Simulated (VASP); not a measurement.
Computed with PBE GGA, VASP's PBE PAW potentials (set 64) (plane waves; VASP 6.6.1).

A VASP calculation is set up with these files.

**INCAR**
```
SYSTEM = GaP
PREC = Accurate; ENCUT = 800; LREAL = .False.
LASPH = .True.
EDIFF = 1E-6; NELM = 100; ALGO = Normal
LMAXMIX = 4
ISMEAR = 0; SIGMA = 0.05
GGA = PE
ISIF = 2
LWAVE = .False.; LCHARG = .False.
```

POSCAR:
```
GaP
1
    0.0000000000     2.7250000000     2.7250000000
    2.7250000000     0.0000000000     2.7250000000
    2.7250000000     2.7250000000     0.0000000000
Ga P
1 1
Direct
  0.0000000000   0.0000000000   0.0000000000
  0.2500000000   0.2500000000   0.2500000000
```

File KPOINTS:
```
Automatic mesh
0
Gamma
8 8 8
0 0 0
```

POTCAR, in this order: Ga_d P (PBE.64 set). Program: vasp_std.

What VASP printed:

**OUTCAR**
```
 ion  position               nearest neighbor table
   1  0.000  0.000  0.000-   2 2.36   2 2.36   2 2.36   2 2.36
   2  0.250  0.250  0.250-   1 2.36   1 2.36   1 2.36   1 2.36
  LATTYP: Found a face centered cubic cell.
 ALAT       =     5.4500000000
 Subroutine PRICEL returns:
 Original cell was already a primitive cell.
 Subroutine GETGRP returns: Found 24 space group operations
The static configuration has the point symmetry T_d .
The dynamic configuration has the point symmetry T_d .
 Subroutine INISYM returns: Found 24 space group operations
 Subroutine IBZKPT returns following result:
 Found     29 irreducible k-points:

 Following reciprocal coordinates:
            Coordinates               Weight
  0.000000  0.000000  0.000000      1.000000
  0.125000  0.000000  0.000000      8.000000
  0.250000  0.000000  0.000000      8.000000
  0.375000  0.000000  0.000000      8.000000
  0.500000  0.000000  0.000000      4.000000
  0.125000  0.125000  0.000000      6.000000
  0.250000  0.125000  0.000000     24.000000
  0.375000  0.125000  0.000000     24.000000
  0.500000  0.125000  0.000000     24.000000
 -0.375000  0.125000  0.000000     24.000000
 -0.250000  0.125000  0.000000     24.000000
 -0.125000  0.125000  0.000000     12.000000
  0.250000  0.250000  0.000000      6.000000
  0.375000  0.250000  0.000000     24.000000
  0.500000  0.250000  0.000000     24.000000
 -0.375000  0.250000  0.000000     24.000000
 -0.250000  0.250000  0.000000     12.000000
  0.375000  0.375000  0.000000      6.000000
  0.500000  0.375000  0.000000     24.000000
 -0.375000  0.375000  0.000000     12.000000
  0.500000  0.500000  0.000000      3.000000
  0.375000  0.250000  0.125000     24.000000
  0.500000  0.250000  0.125000     48.000000
 -0.375000  0.250000  0.125000     24.000000
...
```

### OSZICAR
```
       N       E                     dE             d eps       ncg     rms          rms(c)
DAV:   1     0.975759511042E+02    0.97576E+02   -0.11699E+04   754   0.256E+03
DAV:   2    -0.996838357185E+00   -0.98573E+02   -0.94282E+02   817   0.416E+02
DAV:   3    -0.921274752669E+01   -0.82159E+01   -0.81365E+01   929   0.884E+01
DAV:   4    -0.938209026023E+01   -0.16934E+00   -0.16924E+00   893   0.136E+01
DAV:   5    -0.938565357448E+01   -0.35633E-02   -0.35632E-02   975   0.179E+00    0.425E+00
DAV:   6    -0.914231612380E+01    0.24334E+00   -0.46563E-01  1126   0.129E+01    0.279E+00
DAV:   7    -0.911544128110E+01    0.26875E-01   -0.11687E-01   981   0.258E+00    0.112E+00
DAV:   8    -0.911550702608E+01   -0.65745E-04   -0.14751E-02   887   0.185E+00    0.168E-01
DAV:   9    -0.911587225758E+01   -0.36523E-03   -0.16077E-03   984   0.709E-01    0.880E-02
DAV:  10    -0.911593442166E+01   -0.62164E-04   -0.12850E-04  1089   0.127E-01    0.404E-02
DAV:  11    -0.911600651025E+01   -0.72089E-04   -0.10676E-04   829   0.107E-01    0.604E-03
DAV:  12    -0.911600586769E+01    0.64256E-06   -0.42487E-06   934   0.352E-02
   1 F= -.91160059E+01 E0= -.91160059E+01  d E =-.167934E-17
```

OUTCAR:
```
------------------------ aborting loop because EDIFF is reached ----------------------------------------
  FORCE on cell =-STRESS in cart. coord.  units (eV):
  Direction    XX          YY          ZZ          XY          YZ          ZX
  --------------------------------------------------------------------------------------
  Total        0.6233422      0.6233422      0.6233422     -0.0000000     -0.0000000      0.0000000
  in kB       24.6778673     24.6778673     24.6778673     -0.0000000     -0.0000000      0.0000000
  external PRESSURE =      24.6778673 kB  Pullay stress =       0.0000000 kB
  volume of cell :       40.47
      direct lattice vectors                 reciprocal lattice vectors
     0.000000000  2.725000000  2.725000000    -0.183486239  0.183486239  0.183486239
     2.725000000  0.000000000  2.725000000     0.183486239 -0.183486239  0.183486239
     2.725000000  2.725000000  0.000000000     0.183486239  0.183486239 -0.183486239
  FREE ENERGIE OF THE ION-ELECTRON SYSTEM (eV)
  ---------------------------------------------------
  free  energy   TOTEN  =        -9.1160058677 eV

  energy  without entropy=       -9.1160058677  energy(sigma->0) =       -9.11600587
```
(Selected blocks of OUTCAR.)

File OUTCAR:
```
 val. band max:        4.6548491420   @ k =   0.0000   0.0000   0.0000

 cond. band min:       6.2961785206   @ k =   0.3750   0.3750   0.0000


 Fermi energy:         4.9386636662

 k-point     1 :       0.0000    0.0000    0.0000
  band No.  band energies     occupation
      1      -9.8972      2.00000
      2      -9.8972      2.00000
      3      -9.8972      2.00000
      4      -9.7974      2.00000
      5      -9.7974      2.00000
      6      -7.8388      2.00000
      7       4.6548      2.00000
      8       4.6548      2.00000
      9       4.6548      2.00000
     10       6.4835      0.00000
     11       8.5443      0.00000
     12       8.5443      0.00000
     13       8.5443      0.00000

 k-point     2 :       0.1250    0.0000    0.0000
  band No.  band energies     occupation
      1      -9.9109      2.00000
      2      -9.8925      2.00000
      3      -9.8925      2.00000
      4      -9.7975      2.00000
      5      -9.7975      2.00000
      6      -7.6363      2.00000
      7       3.0269      2.00000
      8       4.4252      2.00000
      9       4.4252      2.00000
     10       7.1071      0.00000
     11       8.8943      0.00000
     12       8.8943      0.00000
     13       9.1271      0.00000

 k-point     3 :       0.2500    0.0000    0.0000
  band No.  band energies     occupation
      1      -9.9411      2.00000
      2      -9.8825      2.00000
      3      -9.8825      2.00000
      4      -9.7962      2.00000
      5      -9.7962      2.00000
      6      -7.0626      2.00000
      7       0.7797      2.00000
      8       3.9926      2.00000
      9       3.9926      2.00000
     10       6.8126      0.00000
     11       9.4012      0.00000
     12       9.4012      0.00000
     13      11.0086      0.00000

 k-point     4 :       0.3750    0.0000    0.0000
  band No.  band energies     occupation
      1      -9.9683      2.00000
      2      -9.8748      2.00000
      3      -9.8748      2.00000
...
```

The compound is GaP in the zinc blende structure. The cell was not relaxed at this level. The run is one of a series of settings (ENCUT = 800 against the base run), some of them coarse on purpose.
